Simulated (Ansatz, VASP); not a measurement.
# CoSi: VASP beside Ansatz

Wanted: the spread between two codes on one cell, functional and k mesh. The structure shown is the start of the Ansatz relaxation below; VASP solves that cell, so the two are compared at the walk's first step.

Program: Ansatz 0.2.0. Level of theory: plane waves, with VASP 6.6.1 beside it; single point at PBEsol. Results are calculated unless marked as measured.

### Step 1. The starting structure

The structure is orthorhombic, space group P2_12_12_1 (No. 19). The conventional cell has a = 4.342 Å, b = 4.342 Å, c = 4.386 Å, α = 90.00°, β = 90.00°, γ = 90.00°. Nearest to Si lie 7 Co at 2.28 to 2.40 Å. Co has 7 Si at 2.28 to 2.40 Å nearest. Farther neighbours are not listed.

Structure file:

```cif
data_structure
_symmetry_space_group_name_H-M 'P2_12_12_1'
_symmetry_Int_Tables_number 19
_cell_length_a 4.3419
_cell_length_b 4.3419
_cell_length_c 4.3858
_cell_angle_alpha 90.000
_cell_angle_beta 90.000
_cell_angle_gamma 90.000
_cell_volume 82.68
loop_
_atom_site_label
_atom_site_type_symbol
_atom_site_symmetry_multiplicity
_atom_site_Wyckoff_symbol
_atom_site_fract_x
_atom_site_fract_y
_atom_site_fract_z
_atom_site_occupancy
Si1 Si 4 a 0.84327 0.84327 0.84327 1
Co1 Co 4 a 0.14567 0.14567 0.14567 1
```

### Step 2. Ansatz: relaxation, PBEsol

Ansatz runs on its PAW soft_1 files.

The two programs are compared at the cell with which this relaxation starts, whose forces are those of its first step.

The input, input.yaml:

```yaml
crystal:
  lattice:
    - [4.3419004703, 0.0, 0.0]
    - [0.0, 4.3419004703, 0.0]
    - [0.0, 0.0, 4.3857580508]
  atoms:
    - { symbol: Si, position: [0.8432709372, 0.8432709372, 0.8432709372] }
    - { symbol: Si, position: [0.6567290628, 0.1567290628, 0.3432709372] }
    - { symbol: Si, position: [0.3432709372, 0.6567290628, 0.1567290628] }
    - { symbol: Si, position: [0.1567290628, 0.3432709372, 0.6567290628] }
    - { symbol: Co, position: [0.1456707251, 0.1456707251, 0.1456707251] }
    - { symbol: Co, position: [0.3543292749, 0.8543292749, 0.6456707251] }
    - { symbol: Co, position: [0.6456707251, 0.3543292749, 0.8543292749] }
    - { symbol: Co, position: [0.8543292749, 0.6456707251, 0.3543292749] }
kpoints:
  mp_grid: { grid: [8, 8, 8] }
hamiltonian:
  xc: pbesol
  pseudopotentials: { kind: paw, azcp: { folder: soft_1 }, xc_functional: pbe }
scf:
  occupations: { method: methfessel_paxton, width: 0.2 }
output:
  forces: true
  stress: true
  eigenvalues: true
relax:
  adjacent_minimum: "off"
  f_tol: 0.001
  max_steps: 60
  cell: { stress_tol: 0.01, fix: [a, b, gamma] }
```

Launch:

```console
$ ansatz run input.yaml --threads 4 --pin off --max-ram 16384MiB --backend cpu --events-out ev --progress --plain --runs-dir out
```

Numbers of over 12 decimals in the logs are rounded to 6 here.

The program printed:

```text
Engine: ansatz 0.2.0, aarch64-unknown-linux-gnu
Pseudopotentials: kind: paw
Pseudopotential: Si, paw, valence charge 4, recommended cutoff 420 eV (normal), soft_1/Si.paw.azcp
Pseudopotential: Co, paw, valence charge 17, recommended cutoff 420 eV (normal), soft_1/Co.paw.azcp
Functional definition: PBEsol
  exchange = pbesol_x
  correlation = pbesol_c
Crystal: 8 atoms, lattice volume = 82.681 Å³
Basis set: ecut = 420 eV, 1599 PW (Γ), exchange–correlation on 60×60×60 points (8 copies of the dense FFT grid, shifted against one another)
Bands: 51, of which v1, the nominal top of the filled ones, is band 42 counted from 1 (41 counted from 0)
Symmetry: 4 space group operations
Space group: P212121 (ITA 19), of the structure as read, at distance tolerance 4.4e-5 Å
k-points: 125 of 512 (time reversal used)
Non-local potential: Si, projectors of the file, l = 0: 2, l = 1: 2, l = 2: 1
Non-local potential: Co, projectors of the file, l = 0: 3, l = 1: 2, l = 2: 3, l = 3: 1
PAW form: soft (Blöchl's): semilocal exchange-correlation on the pseudo side does not see the compensation charge
PAW frozen core: Si, regenerated for the run's functional, and the local potential with it (the file was generated under x = pbe(κ = 0.804, μ = 0.219515), c = pbe(β = 0.066725))
PAW frozen core: Co, regenerated for the run's functional, and the local potential with it (the file was generated under x = pbe(κ = 0.804, μ = 0.219515), c = pbe(β = 0.066725))
PAW one-centre angular grid: Si, 110 points (default); XC on 64 Gauss nodes
PAW one-centre angular grid: Co, 590 points (default); XC on 64 Gauss nodes
Initial density: superposition of atomic densities (chi_scale 0.1, normalization cell, long waves kept (reshape's long-wave potential 0.00 eV rms))
Initial wavefunctions: pseudopotential atomic-orbital guess
Functional: x = pbesol(κ = 0.804, μ = 0.123457), c = pbesol(β = 0.046)
SCF iter   1: F=—  HF=-22865.044873 eV  |F-HF|=—  |Δ(HF+E_count)|=         —  Δρ=9.34e-2  dr2=7.71e0  ethr=3.10e-3  ⟨swp⟩=6.8  Hψ=24786  notcnv=0  defer=3
preconditioner: auto → Kerker (q_TF=auto, 2.736 Å⁻¹)  [metal: Δε(μ)=0.004 eV  Ē_g=7.274 eV  σ=0.200 eV  W_gap=0.02  n_scr=26 (ndim 8)  ℏωp=29.4 eV  f_vac=0.000  D(μ)=1.64/eV (n_scr^D=6)]
SCF iter   2: F=—  HF=-22864.437824 eV  |F-HF|=—  |Δ(HF+E_count)|=   6.07e-1  S|Δr|=    0.00e0  Δρ=4.95e-2  dr2=2.71e0  ethr=3.10e-3  ⟨swp⟩=2.0  Hψ=8101  notcnv=0  defer=348
SCF iter   3: F=—  HF=-22863.769199 eV  |F-HF|=—  |Δ(HF+E_count)|=   6.69e-1  S|Δr|=    0.00e0  Δρ=1.29e-2  dr2=1.77e-1  ethr=3.10e-3  ⟨swp⟩=2.0  Hψ=10055  notcnv=0  defer=348
SCF iter   4: F=—  HF=-22863.747076 eV  |F-HF|=—  |Δ(HF+E_count)|=   2.21e-2  S|Δr|=    0.00e0  Δρ=6.30e-3  dr2=1.68e-2  ethr=2.11e-4  ⟨swp⟩=2.5  Hψ=10530  notcnv=0  defer=312
SCF iter   5: F=—  HF=-22863.748774 eV  |F-HF|=—  |Δ(HF+E_count)|=   1.70e-3  S|Δr|=    0.00e0  Δρ=1.32e-3  dr2=2.18e-3  ethr=2.00e-5  ⟨swp⟩=1.2  Hψ=6519  notcnv=0  defer=312
SCF iter   6: F=—  HF=-22863.747984 eV  |F-HF|=—  |Δ(HF+E_count)|=   7.90e-4  S|Δr|=    0.00e0  Δρ=3.25e-4  dr2=1.27e-4  ethr=2.59e-6  ⟨swp⟩=2.3  Hψ=8298  notcnv=0  defer=312
SCF iter   7: F=—  HF=-22863.747937 eV  |F-HF|=—  |Δ(HF+E_count)|=   4.74e-5  S|Δr|=    0.00e0  Δρ=4.44e-5  dr2=1.55e-6  ethr=1.51e-7  ⟨swp⟩=2.0  Hψ=9140  notcnv=0  defer=312
SCF iter   8: F=—  HF=-22863.748047 eV  |F-HF|=—  |Δ(HF+E_count)|=   1.10e-4  S|Δr|=    0.00e0  Δρ=9.64e-6  dr2=5.48e-8  ethr=1.19e-10  ⟨swp⟩=10.8  Hψ=36350  notcnv=0
SCF iter   9: F=-22863.748047 eV  HF=-22863.748047 eV  |F-HF|=2.11e-9  |Δ(HF+E_count)|=   2.54e-8  S|Δr|=    0.00e0  Δρ=1.95e-6  dr2=3.39e-9  ethr=6.52e-11  ⟨swp⟩=3.0  Hψ=24116  notcnv=0
SCF 1 converged in 9 iterations: F = -22863.748047 eV  dr2 = 3.39e-9
  greatest PAW one-centre occupation: 1.001 electrons in one spin orbital (limit 2), on the Co atom at site 6 (counted from 0), in its partial waves of l = 1
relax step   1: F+E_penalty+E_count = -22863.74804672 eV  Δ(F+E_penalty+E_count) = +0.000e0 eV  max|allowed force component| = 3.453e-2 eV/Å  Δτ_max = 0.0000 Å  P = +5.211 GPa  Ω = 82.681 Å³  fix = [a, b, gamma]  reactions: a +6.107, b +6.122 GPa  (9 SCF iters, dr2 threshold 1.00e-7 eV, accepted)
[...]
relax step   5: F+E_penalty+E_count = -22863.75521376 eV  Δ(F+E_penalty+E_count) = -7.283e-5 eV  max|allowed force component| = 1.795e-4 eV/Å  Δτ_max = 0.0019 Å  P = +3.068 GPa  Ω = 83.356 Å³  energy of the carried Pulay correction = -3.436e-4 eV  fix = [a, b, gamma]  reactions: a +4.586, b +4.619 GPa  (5 SCF iters, dr2 threshold 7.09e-9 eV, accepted)
[...]
relax step   6: F+E_penalty+E_count = -22863.75556166 eV  Δ(F+E_penalty+E_count) = -3.479e-4 eV  max|allowed force component| = 1.944e-4 eV/Å  Δτ_max = 0.0000 Å  P = +3.068 GPa  Ω = 83.356 Å³  fix = [a, b, gamma]  reactions: a +4.586, b +4.618 GPa  stress off target by 1.24e-4 GPa on what of the cell is left free  SCF on the basis re-selected at this cell (its energy is not comparable with the rows above)  (7 SCF iters)
basis re-selected at this cell: Δ(F+E_penalty+E_count) = -3.479e-4 eV, ΔP = -0.000 GPa vs the last step (what re-selecting the basis moved, of the pressure what is left beyond the Pulay correction that the steps carried, after the strain that the cell walked since its last selection, with what the two solves' SCF thresholds leave and, on support functions, any second-order correction that the steps lacked; it is no m [...]
SCF converged after 7 iterations
Stability not checked: this state was not tested for a lower state beside it, because cold or Methfessel-Paxton smearing, or corrected tetrahedra, fill the levels in a way that the test cannot read (fill_not_monotonic; see scf.lower_state_search)
Free energy (F): -22863.755562 eV
Harris-Foulkes:  -22863.755562 eV  (|F-HF|=0.00e0)
Internal energy: -22863.772644 eV  (E = F + TS)
E sigma→0 (E₀):  -22863.759832 eV
Entropy (-TS):   0.017083 eV (2.135 meV/atom)
Fermi energy:    17.397711 eV
Step filling:    the computed levels leave a gap of 0.0047 eV = 0.0 smearing widths at the electron count; against every level under it full and every level over it empty, smearing changes F+E_penalty+E_count by +5.313 meV and its σ→0 estimate by +1.042 meV
--- Per-component energies (eV) ---
  E_band       = -889.471317
  E_kinetic    = 1376.383618
  E_local      = -13266.220491  (includes V_loc(G=0)·N_el)
  E_nonlocal   = 1847.982380
  E_hartree    = 6049.184390
  E_xc         = -607.852730
  E_vxc        = -688.127976  (∫ρ·V_xc dr)
  E_paw        = -8165.157665  (= ΣΔE_a)
  E_vpaw       = -2257.857782  (= ΣTr[D̂ρ^β])
  E_aug_tail   = 0.000074  (compensation charges beyond the density's cutoff)
  E_ewald      = -10098.972140
  E_core_change = 0.879921  (= ΣΔE_core)
  E_smearing   = 0.017083  (= −TS)
  E_closure    = -0.000000  (closes the sum)
  Σ components = -22863.755562   (vs F -22863.755562, Δ=0.00e0)
--- Forces (eV/Å), atoms counted from 1 ---
  atom   1  Si     0.00010074    -0.00014893     0.00019436
  atom   2  Si    -0.00010074     0.00014893     0.00019436
  atom   3  Si     0.00010074     0.00014893    -0.00019436
  atom   4  Si    -0.00010074    -0.00014893    -0.00019436
  atom   5  Co    -0.00002359     0.00014761     0.00007340
  atom   6  Co     0.00002359    -0.00014761     0.00007340
  atom   7  Co    -0.00002359    -0.00014761    -0.00007340
  atom   8  Co     0.00002359     0.00014761    -0.00007340
  max |Σ_I F_I| component: 5.72e-17 eV/Å
--- Stress (GPa, compression-positive) ---
        4.585746       0.000000      -0.000000
        0.000000       4.618263       0.000000
       -0.000000       0.000000      -0.000124
  P = ⅓ Tr σ = 3.0680 GPa (30.680 kbar)
--- Band table (eV; the first three rows and the last of 125) ---
  k-point 0: bands = [... 38 lower, 16.5678, 16.5989, 17.4002, 17.4009, 17.4211, 20.1031, 20.1256, 20.1351, ... 5 higher]
  k-point 1: bands = [... 38 lower, 16.6061, 16.6483, 17.2208, 17.3493, 17.7081, 19.6217, 19.7002, 20.0173, ... 5 higher]
  k-point 2: bands = [... 38 lower, 16.6325, 16.7378, 17.0973, 17.2049, 18.1740, 19.1956, 19.2866, 19.5032, ... 5 higher]
  k-point 124: bands = [... 38 lower, 16.1052, 16.1052, 17.1751, 17.1751, 17.1751, 17.1751, 23.0471, 23.0471, ... 5 higher]
--- Relaxed structure (5 steps of the walk, 5 accepted, 1 SCFs on fresh bases) ---
  F+E_penalty+E_count = -22863.75556166 eV   max|allowed force component| = 1.944e-4 eV/Å   (the final SCF, on the basis selected at the relaxed cell)
  cell:  # Å, volume = 83.3556 Å³
    - [4.3419004703, 0, -1.9672457673207884e-18]
    - [0, 4.3419004703, 0]
    - [-1.987116936684004e-18, 0, 4.421555]
  atoms:
    - { symbol: Si, position: [0.843906, 0.843485, 0.842939] }
    - { symbol: Si, position: [0.656094, 0.156515, 0.342939] }
    - { symbol: Si, position: [0.343906, 0.656515, 0.157061] }
    - { symbol: Si, position: [0.156094, 0.343485, 0.657061] }
    - { symbol: Co, position: [0.146147, 0.146056, 0.145750] }
    - { symbol: Co, position: [0.353853, 0.853944, 0.645750] }
    - { symbol: Co, position: [0.646147, 0.353944, 0.854250] }
    - { symbol: Co, position: [0.853853, 0.646056, 0.354250] }
```

(Part 1 of 3 ends here.)

[Lines on the potential files, build, host, timing and source positions are cut from VASP's logs without a mark.]

[Logs are printed without paths, hosts, clocks, repeated set-up lines and the standing remarks that a program may print on its own settings, such as how far it seeks lower states.]

[Hosts, paths, dates, database ids (printed as entryN), source tags and the programs' standing remarks are cut or masked in the printed files.]
